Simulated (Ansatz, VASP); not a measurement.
## ZnS (Wurtzite-2H) in two plane-wave programs

Wanted: the spread between two codes on one cell, functional and k mesh. Of the first pair: The structure shown is the end of the Ansatz relaxation below.

Main program and level: Ansatz 0.2.0; plane waves, with VASP 6.6.1 beside it; PBE with D3(BJ).

**1. Set-up**

The structure is hexagonal, space group P6_3mc (No. 186). Conventional cell: a = 3.814 Å, b = 3.814 Å, c = 6.264 Å, α = 90.00°, β = 90.00°, γ = 120.00°. Nearest to Zn lie 4 S at 2.34 Å. Nearest to S lie 4 Zn at 2.34 Å. Farther neighbours and most contacts between anions are not listed.

As a file:

```cif
data_structure
_symmetry_space_group_name_H-M 'P 1'
_symmetry_Int_Tables_number 1
_cell_length_a 3.8145
_cell_length_b 3.8145
_cell_length_c 6.2639
_cell_angle_alpha 90.000
_cell_angle_beta 90.000
_cell_angle_gamma 120.000
_cell_volume 78.93
loop_
_atom_site_label
_atom_site_type_symbol
_atom_site_fract_x
_atom_site_fract_y
_atom_site_fract_z
_atom_site_occupancy
Zn1 Zn 0.33333 0.66667 0.00049 1
Zn2 Zn 0.66667 0.33333 0.50049 1
S3 S 0.33333 0.66667 0.37451 1
S4 S 0.66667 0.33333 0.87451 1
```

**2. Ansatz: relaxation, PBE with D3(BJ)**

Ansatz runs on its PAW soft_1 files.

This run makes the geometry at which the two programs are then compared.

File input.yaml:

```yaml
crystal:
  lattice:
    - [3.8137549262, 0.0, 0.0]
    - [-1.9068774631, 3.3028086499, 0.0]
    - [0.0, 0.0, 6.2663369825]
  atoms:
    - { symbol: Zn, position: [0.3333333333, 0.6666666667, 0.0005940059] }
    - { symbol: Zn, position: [0.6666666667, 0.3333333333, 0.5005940059] }
    - { symbol: S, position: [0.3333333333, 0.6666666667, 0.3744059941] }
    - { symbol: S, position: [0.6666666667, 0.3333333333, 0.8744059941] }
kpoints:
  mp_grid: { grid: [9, 9, 4] }
hamiltonian:
  xc: pbe
  dispersion: d3bj
  pseudopotentials: { kind: paw, azcp: { folder: soft_1 } }
scf:
  occupations: { method: fixed }
output:
  forces: true
  stress: true
  eigenvalues: true
relax:
  adjacent_minimum: "off"
  f_tol: 0.001
  max_steps: 60
  cell: { stress_tol: 0.01, fix: [volume] }
```

On the command line:

```
$ ansatz run input.yaml --threads 4 --pin off --max-ram 15360MiB --backend cpu --events-out ev --progress --plain --runs-dir out
```

Numbers of over 12 decimals in the logs are rounded to 6 here.

The log of the run:

```text
Engine: ansatz 0.2.0, aarch64-unknown-linux-gnu
Pseudopotentials: kind: paw
Pseudopotential: Zn, paw, valence charge 12, recommended cutoff 420 eV (normal), soft_1/Zn.paw.azcp
Pseudopotential: S, paw, valence charge 6, recommended cutoff 420 eV (normal), soft_1/S.paw.azcp
Functional definition: PBE
  parameter kappa = 0.804
  parameter beta = 0.066725
  exchange = pbe_x(kappa = kappa, mu = beta*pi^2/3)
  correlation = pbe_c(beta = beta)
Crystal: 4 atoms, lattice volume = 78.931 Å³
Basis set: ecut = 420 eV, 1521 PW (Γ), exchange–correlation on 54×54×90 points (8 copies of the dense FFT grid, shifted against one another)
Bands: 22, of which v1, the nominal top of the filled ones, is band 18 counted from 1 (17 counted from 0)
Symmetry: 12 space group operations
Space group: P63mc (ITA 186), of the structure as read, at distance tolerance 4.3e-5 Å
k-points: 36 of 324 (time reversal used)
Non-local potential: Zn, projectors of the file, l = 0: 2, l = 1: 2, l = 2: 3, l = 3: 1
Non-local potential: S, projectors of the file, l = 0: 2, l = 1: 2, l = 2: 1
PAW form: soft (Blöchl's): semilocal exchange-correlation on the pseudo side does not see the compensation charge
PAW one-centre angular grid: Zn, 590 points (default); XC on 64 Gauss nodes
PAW one-centre angular grid: S, 110 points (default); XC on 64 Gauss nodes
Initial density: superposition of atomic densities (chi_scale 0.1, normalization cell, long waves kept (reshape's long-wave potential 0.00 eV rms))
Initial wavefunctions: pseudopotential atomic-orbital guess
Functional: x = pbe(κ = 0.804, μ = 0.219515), c = pbe(β = 0.066725)
SCF iter   1: F=—  HF=-8446.873228 eV  |F-HF|=—  |Δ(HF+E_count)|=         —  Δρ=4.13e-2  dr2=8.23e-1  ethr=3.10e-3  ⟨swp⟩=5.1  Hψ=3912  notcnv=0  defer=67
preconditioner: auto → Resta (q_TF=auto, 2.394 Å⁻¹)  ε∞=6.2  [insulator: Δε(μ)=2.369 eV  Ē_g=10.982 eV  n_scr=22 (ndim 8)  ℏωp=25.1 eV  f_vac=0.006  ε∞_Penn≈6.2]
SCF iter   2: F=—  HF=-8446.708455 eV  |F-HF|=—  |Δ(HF+E_count)|=   1.65e-1  Δρ=1.62e-2  dr2=1.77e-1  ethr=2.29e-3  ⟨swp⟩=2.0  Hψ=1686  notcnv=0  defer=69
SCF iter   3: F=—  HF=-8446.687988 eV  |F-HF|=—  |Δ(HF+E_count)|=   2.05e-2  Δρ=1.09e-2  dr2=6.16e-2  ethr=4.91e-4  ⟨swp⟩=2.0  Hψ=1442  notcnv=0  defer=70
SCF iter   4: F=—  HF=-8446.678428 eV  |F-HF|=—  |Δ(HF+E_count)|=   9.56e-3  Δρ=3.13e-3  dr2=5.56e-3  ethr=1.71e-4  ⟨swp⟩=2.0  Hψ=1730  notcnv=0  defer=70
SCF iter   5: F=—  HF=-8446.681779 eV  |F-HF|=—  |Δ(HF+E_count)|=   3.35e-3  Δρ=5.49e-4  dr2=3.01e-4  ethr=1.54e-5  ⟨swp⟩=3.1  Hψ=1507  notcnv=0  defer=70
SCF iter   6: F=—  HF=-8446.682310 eV  |F-HF|=—  |Δ(HF+E_count)|=   5.31e-4  Δρ=2.90e-4  dr2=7.51e-5  ethr=8.35e-7  ⟨swp⟩=2.2  Hψ=1469  notcnv=0  defer=70
SCF iter   7: F=—  HF=-8446.682417 eV  |F-HF|=—  |Δ(HF+E_count)|=   1.07e-4  Δρ=8.74e-5  dr2=2.57e-6  ethr=2.09e-7  ⟨swp⟩=2.0  Hψ=1488  notcnv=0  defer=69
SCF iter   8: F=—  HF=-8446.682421 eV  |F-HF|=—  |Δ(HF+E_count)|=   3.90e-6  Δρ=2.22e-5  dr2=2.65e-7  ethr=7.15e-9  ⟨swp⟩=2.0  Hψ=1343  notcnv=0  defer=69
SCF iter   9: F=-8446.682421 eV  HF=-8446.682421 eV  |F-HF|=1.24e-8  |Δ(HF+E_count)|=   3.24e-7  Δρ=3.13e-6  dr2=8.94e-9  ethr=2.78e-10  ⟨swp⟩=9.1  Hψ=5055  notcnv=0
SCF 1 converged in 9 iterations: F = -8446.682421 eV  dr2 = 8.94e-9
  greatest PAW one-centre occupation: 0.983 electrons in one spin orbital (limit 2), on the Zn atom at site 1 (counted from 0), in its partial waves of l = 2
relax step   1: F+E_penalty+E_count = -8446.68242122 eV  Δ(F+E_penalty+E_count) = +0.000e0 eV  max|allowed force component| = 3.838e-3 eV/Å  Δτ_max = 0.0000 Å  P = -1.099 GPa  Ω = 78.931 Å³  fix = [volume]  reactions: volume -1.099 GPa  (9 SCF iters, dr2 threshold 1.00e-7 eV, accepted)
[...]
relax step   2: F+E_penalty+E_count = -8446.68242808 eV  Δ(F+E_penalty+E_count) = -6.864e-6 eV  max|allowed force component| = 2.529e-3 eV/Å  Δτ_max = 0.0004 Å  P = -1.098 GPa  Ω = 78.931 Å³  energy of the carried Pulay correction = +6.415e-17 eV  fix = [volume]  reactions: volume -1.098 GPa  (5 SCF iters, dr2 threshold 1.04e-9 eV, accepted)
[...]
relax step   3: F+E_penalty+E_count = -8446.68242901 eV  Δ(F+E_penalty+E_count) = -9.272e-7 eV  max|allowed force component| = 1.317e-3 eV/Å  Δτ_max = 0.0002 Å  P = -1.098 GPa  Ω = 78.931 Å³  energy of the carried Pulay correction = +1.026e-16 eV  fix = [volume]  reactions: volume -1.098 GPa  (5 SCF iters, dr2 threshold 4.00e-10 eV, accepted)
[...]
relax step   4: F+E_penalty+E_count = -8446.68242933 eV  Δ(F+E_penalty+E_count) = -3.216e-7 eV  max|allowed force component| = 1.050e-4 eV/Å  Δτ_max = 0.0001 Å  P = -1.098 GPa  Ω = 78.931 Å³  energy of the carried Pulay correction = +7.698e-17 eV  fix = [volume]  reactions: volume -1.098 GPa  (5 SCF iters, dr2 threshold 1.08e-10 eV, accepted)
[...]
relax step   5: F+E_penalty+E_count = -8446.68241657 eV  Δ(F+E_penalty+E_count) = +1.276e-5 eV  max|allowed force component| = 1.008e-4 eV/Å  Δτ_max = 0.0000 Å  P = -1.098 GPa  Ω = 78.931 Å³  fix = [volume]  reactions: volume -1.098 GPa  stress off target by 1.01e-3 GPa on what of the cell is left free  SCF on the basis re-selected at this cell (its energy is not comparable with the rows above)  (7 SCF iters)
basis re-selected at this cell: Δ(F+E_penalty+E_count) = +1.276e-5 eV, ΔP = +0.000 GPa vs the last step (what re-selecting the basis moved, of the pressure what is left beyond the Pulay correction that the steps carried, after the strain that the cell walked since its last selection, with what the two solves' SCF thresholds leave and, on support functions, any second-order correction that the steps lacked; it is no m [...]
SCF converged after 7 iterations
Free energy (F): -8446.682417 eV
Harris-Foulkes:  -8446.682417 eV  (|F-HF|=0.00e0)
Internal energy: -8446.682417 eV  (E = F + TS)
E sigma→0 (E₀):  -8446.682417 eV
Fermi energy:    5.787653 eV
--- Per-component energies (eV) ---
  E_band       = 9.481720
  E_kinetic    = 506.624087
  E_local      = -4541.360580  (includes V_loc(G=0)·N_el)
  E_nonlocal   = 1709.574416
  E_hartree    = 1731.133408
  E_xc         = -334.811535
  E_vxc        = -267.602774  (∫ρ·V_xc dr)
  E_paw        = -5013.001968  (= ΣΔE_a)
  E_vpaw       = -860.019720  (= ΣTr[D̂ρ^β])
  E_aug_tail   = -0.000510  (compensation charges beyond the density's cutoff)
  E_ewald      = -2503.608921
  E_disp       = -1.230815  (pairwise vdW)
  E_smearing   = -0.000000  (= −TS)
  E_closure    = 0.000000  (closes the sum)
  Σ components = -8446.682417   (vs F -8446.682417, Δ=0.00e0)
--- Forces (eV/Å), atoms counted from 1 ---
  atom   1  Zn     0.00000000     0.00000000     0.00010084
  atom   2  Zn     0.00000000    -0.00000000     0.00010084
  atom   3  S      0.00000000     0.00000000    -0.00010083
  atom   4  S     -0.00000000    -0.00000000    -0.00010083
  max |Σ_I F_I| component: 2.23e-8 eV/Å
--- Stress (GPa, compression-positive) ---
       -1.097018       0.000000      -0.000000
        0.000000      -1.097018       0.000000
       -0.000000      -0.000000      -1.098530
  P = ⅓ Tr σ = -1.0975 GPa (-10.975 kbar)
--- Band table (eV; the first three rows and the last of 36) ---
  k-point 0: bands = [... 14 lower, 4.9004, 5.7011, 5.7877, 5.7877, 7.9584, 8.8844, 12.0804, 12.0804]
  k-point 1: bands = [... 14 lower, 5.0207, 5.0207, 5.6467, 5.6467, 8.8572, 9.0341, 12.0181, 12.1760]
  k-point 2: bands = [... 14 lower, 5.3235, 5.3235, 5.3235, 5.3235, 9.3279, 9.3279, 12.5322, 12.5322]
  k-point 35: bands = [... 14 lower, 2.7649, 2.7649, 4.4344, 4.4344, 10.2606, 10.2606, 12.1078, 12.1078]
--- Relaxed structure (4 steps of the walk, 4 accepted, 1 SCFs on fresh bases) ---
  F+E_penalty+E_count = -8446.68241657 eV   max|allowed force component| = 1.008e-4 eV/Å   (the final SCF, on the basis selected at the relaxed cell)
  cell:  # Å, volume = 78.9314 Å³
    - [3.814489, 0.0, 0]
    - [-1.907245, 3.303445, 0]
    - [0, 0, 6.263924]
  atoms:
    - { symbol: Zn, position: [0.333333, 0.666667, 0.000486018] }
    - { symbol: Zn, position: [0.666667, 0.333333, 0.500486] }
    - { symbol: S, position: [0.333333, 0.666667, 0.374514] }
    - { symbol: S, position: [0.666667, 0.333333, 0.874514] }
```

The column dr2 measures how far the density is from self-consistency, as an energy; F and HF (Harris–Foulkes) agree once it is small.

**3. VASP: single point, PBE with D3(BJ)**

The same cell, functional and mesh now go to VASP, with its own data sets.

Lines of VASP's logs that name or quote its potential files are left out, and so is its time.

File INCAR:

```
SYSTEM = ZnS
PREC = Accurate
ENCUT = 500
EDIFF = 1E-06
NELM = 120
ISMEAR = 0
SIGMA = 0.01
LREAL = .FALSE.
ALGO = Normal
GGA = PE
IVDW = 12
NBANDS = 24
LORBIT = 11
LWAVE = .FALSE.
LCHARG = .FALSE.
ISIF = 2
LASPH = .TRUE.
GGA_COMPAT = .FALSE.
EFERMI = MIDGAP
KPAR = 2
```

File POSCAR:

```
ZnS
1.0
    3.8144894284      0.0000000000      0.0000000000
   -1.9072447142      3.3034447475      0.0000000000
    0.0000000000      0.0000000000      6.2639239752
Zn S
2 2
Direct
    0.3333333334      0.6666666668      0.0004860182
    0.6666666668      0.3333333334      0.5004860182
    0.3333333334      0.6666666668      0.3745139818
    0.6666666668      0.3333333334      0.8745139818
```

File KPOINTS:

```
Automatic mesh
0
Gamma
9 9 4
0 0 0
```

PAW data sets: Zn and S (PBE family, release 64).

On the command line:

```
$ mpirun -np 2 vasp_std
```

The log of the run:

```text
[banner, memory and clock lines left out]
running    2 mpi-ranks, on    1 nodes
 distrk:  each k-point on    1 cores,    2 groups
 distr:  one band on    1 cores,    1 groups

 POSCAR found type information on POSCAR ZnS
 POSCAR found :  2 types and       4 ions
 LDA part: xc-table for (Slater+PW92), standard interpolation
 POSCAR, INCAR and KPOINTS ok, starting setup
 FFT: planning ... GRIDC
 FFT: planning ... GRID_SOFT
 FFT: planning ... GRID
 WAVECAR not read
 entering main loop
       N       E                     dE             d eps       ncg     rms          rms(c)
DAV:   1     0.228678230926E+03    0.22868E+03   -0.16954E+04  1728   0.176E+03
DAV:   2     0.603074182675E+01   -0.22265E+03   -0.21522E+03  1840   0.353E+02
DAV:   3    -0.141372836950E+02   -0.20168E+02   -0.20071E+02  2168   0.108E+02
DAV:   4    -0.145300373899E+02   -0.39275E+00   -0.39254E+00  2048   0.158E+01
DAV:   5    -0.145373504457E+02   -0.73131E-02   -0.73125E-02  2240   0.202E+00    0.975E+00
DAV:   6    -0.136796315511E+02    0.85772E+00   -0.18478E+00  2656   0.399E+01    0.755E+00
DAV:   7    -0.136926290191E+02   -0.12997E-01   -0.15822E+00  1976   0.720E+00    0.340E+00
DAV:   8    -0.136810624116E+02    0.11567E-01   -0.65718E-02  2280   0.309E+00    0.105E+00
DAV:   9    -0.136816983986E+02   -0.63599E-03   -0.14280E-02  2408   0.192E+00    0.253E-01
DAV:  10    -0.136818338574E+02   -0.13546E-03   -0.94336E-04  2112   0.393E-01    0.126E-01
DAV:  11    -0.136820707537E+02   -0.23690E-03   -0.43916E-04  1984   0.132E-01    0.929E-02
DAV:  12    -0.136820649589E+02    0.57949E-05   -0.16317E-05  2120   0.291E-02    0.731E-03
DAV:  13    -0.136820680698E+02   -0.31110E-05   -0.38086E-06  1808   0.120E-02    0.337E-03
DAV:  14    -0.136820682811E+02   -0.21124E-06   -0.36314E-07  1592   0.892E-03
   1 F= -.14912616E+02 E0= -.14912616E+02  d E =0.000000E+00
```

OUTCAR, selected parts (step 3):

```text
ion  position               nearest neighbor table
   1  0.333  0.667  0.000-   4 2.34   4 2.34   4 2.34   3 2.34
   2  0.667  0.333  0.500-   3 2.34   3 2.34   3 2.34   4 2.34
   3  0.333  0.667  0.375-   2 2.34   2 2.34   2 2.34   1 2.34
   4  0.667  0.333  0.875-   1 2.34   1 2.34   1 2.34   2 2.34

  LATTYP: Found a hexagonal cell.
 ALAT       =     3.8144894284
 C/A-ratio  =     1.6421395557

 Subroutine GETGRP returns: Found 12 space group operations
 (whereof  6 operations were pure point group operations)

The static configuration has the point symmetry C_3v.
 The point group associated with its full space group is C_6v.

 Found     36 irreducible k-points:

   k-points           NKPTS =     36   k-points in BZ     NKDIM =     36   number of bands    NBANDS=     24

   dimension x,y,z NGX =    28 NGY =   28 NGZ =   48
   dimension x,y,z NGXF=    56 NGYF=   56 NGZF=   96

   ENCUT  =  500.0 eV  36.75 Ry    6.06 a.u.   6.95  6.95 11.42*2*pi/ulx,y,z

   NELECT =      36.0000    total number of electrons

 k-points in reciprocal lattice and weights: Automatic mesh
   0.00000000  0.00000000  0.00000000       0.003
   0.11111111  0.00000000  0.00000000       0.019
   0.22222222  0.00000000  0.00000000       0.019
   0.33333333  0.00000000  0.00000000       0.019
   0.44444444  0.00000000  0.00000000       0.019
   0.11111111  0.11111111  0.00000000       0.019
   0.22222222  0.11111111  0.00000000       0.037
   0.33333333  0.11111111  0.00000000       0.037
   0.44444444  0.11111111  0.00000000       0.019
[...]
0.33333333  0.22222222  0.50000000       0.037
   0.33333333  0.33333333  0.50000000       0.006

 average (electrostatic) potential at core
       1 -36.2577       2 -36.2577       3 -88.5740       4 -88.5740

 E-fermi :   3.2147

 k-point     1 :       0.0000    0.0000    0.0000
  band No.  band energies     occupation
    ...
     14       1.2388      2.00000
     15       1.2388      2.00000
     16       2.0387      2.00000
     17       2.1251      2.00000
     18       2.1251      2.00000
     19       4.3043      0.00000
     20       5.2305      0.00000
     21       8.4429      0.00000
     22       8.4429      0.00000
     23       8.6878      0.00000
    ...

 k-point     2 :       0.1111    0.0000    0.0000
  band No.  band energies     occupation
    ...
     14       0.6041      2.00000
     15       1.0470      2.00000
     16       1.4015      2.00000
     17       1.9329      2.00000
     18       2.0215      2.00000
     19       4.9583      0.00000
     20       5.8034      0.00000
     21       8.0803      0.00000
     22       8.6776      0.00000
     23       8.9144      0.00000
    ...

 k-point     3 :       0.2222    0.0000    0.0000
  band No.  band energies     occupation
    ...
     14      -0.5623      2.00000
     15       0.2114      2.00000
     16       0.6202      2.00000
     17       1.6005      2.00000
     18       1.7544      2.00000
     19       5.8463      0.00000
     20       6.2776      0.00000
     21       7.9866      0.00000
     22       8.7388      0.00000
     23       9.0753      0.00000
    ...

 Edisp (eV)   -1.23055

  Total      -0.46627    -0.46627    -0.46436     0.00000     0.00000     0.00000
  in kB      -9.46452    -9.46452    -9.42573     0.00000     0.00000     0.00000
  external pressure =       -9.45 kB  Pullay stress =        0.00 kB

  energy-cutoff  :      500.00
  volume of cell :       78.93
      direct lattice vectors                 reciprocal lattice vectors
     3.814489428  0.000000000  0.000000000     0.262158283  0.151357155  0.000000000
    -1.907244714  3.303444747  0.000000000     0.000000000  0.302714311  0.000000000
     0.000000000  0.000000000  6.263923975     0.000000000  0.000000000  0.159644339

 POSITION                                       TOTAL-FORCE (eV/Angst)
 -----------------------------------------------------------------------------------
      0.00000      2.20230      0.00304         0.000000     -0.000000      0.000395
      1.90724      1.10115      3.13501        -0.000000      0.000000      0.000395
      0.00000      2.20230      2.34593         0.000000      0.000000     -0.000395
      1.90724      1.10115      5.47789         0.000000      0.000000     -0.000395
 -----------------------------------------------------------------------------------
    total drift:                               -0.000001     -0.000001      0.000173

  FREE ENERGIE OF THE ION-ELECTRON SYSTEM (eV)
  ---------------------------------------------------
  free  energy   TOTEN  =       -14.9126163620 eV

  energy  without entropy=      -14.9126163620  energy(sigma->0) =      -14.91261636

 total charge
# of ion       s       p       d       tot
------------------------------------------
    1        0.518   0.475   9.800  10.793
    2        0.518   0.475   9.800  10.793
    3        1.315   2.439   0.000   3.754
    4        1.315   2.439   0.000   3.754
--------------------------------------------------
tot          3.665   5.827  19.601  29.094

[... 3 further parts left out ...]
```

The run ends at a pressure of -0.95 GPa, with forces up to 4.0e-4 eV/Å.

**4. Comparison**

Known differences besides the potentials themselves: fixed occupations in Ansatz, narrow Gaussian smearing in VASP; the cutoff is 420 eV in Ansatz and 500 eV in VASP; Ansatz's pressure holds a Pulay correction, VASP's none. Total energies have different zeros and are not compared.

Both answers:

```csv
quantity,Ansatz,VASP,difference
pressure (GPa),-1.10,-0.95,-0.15
gap on the k mesh (eV),2.171,2.179,-0.008
```

A gap on the mesh is an upper bound, since the band edges may lie between its points.

(Continued in part 2 of 2.)

[Lines on the potential files, build, host, timing and source positions are cut from VASP's logs without a mark.]

[Logs are printed without paths, hosts, clocks, repeated set-up lines and the standing remarks that a program may print on its own settings, such as how far it seeks lower states.]

[Hosts, paths, dates, database ids (printed as entryN), source tags and the programs' standing remarks are cut or masked in the printed files.]
